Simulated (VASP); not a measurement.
Data:

```xyz
6
Lattice="4.7561 0.0000 0.0000 0.0000 4.7561 0.0000 0.0000 0.0000 3.1683" Properties=species:S:1:pos:R:3 pbc="T T T"
Zn     2.3780     2.3780     1.5841
Zn     0.0000     0.0000     0.0000
F      3.3143     3.3143     0.0000
F      1.4418     1.4418     0.0000
F      3.8198     0.9363     1.5841
F      0.9363     3.8198     1.5841
```

Level of theory: PBEsol GGA, VASP's PBE PAW potentials (set 64) (plane waves; VASP). Run with 400 eV cut-off, 5×5×7 Γ-centred mesh, Gaussian smearing of 0.050 eV, potentials Zn F.

At this cut-off the stress carries a Pulay error, which pulls relaxed volumes low.

Q: What does the run give for the energy per atom (σ→0), pressure, largest force, band gap (on the k-mesh) with the smallest direct gap where there is one?

A: 
The band gap (on the k-mesh) comes out as 3.30 eV and the smallest direct gap (on the k-mesh) comes out as 3.30 eV. The energy per atom (σ→0) is -4.126 eV/atom and the pressure is -13.22 GPa. The largest force comes out as 0.057 eV/Å.

Total energies compare only between runs with the same potentials, cut-off and functional.

The structure comes from a computed database's ZnF2 entry; how it stands against other phases isn't given here. The cell was not relaxed at this level.
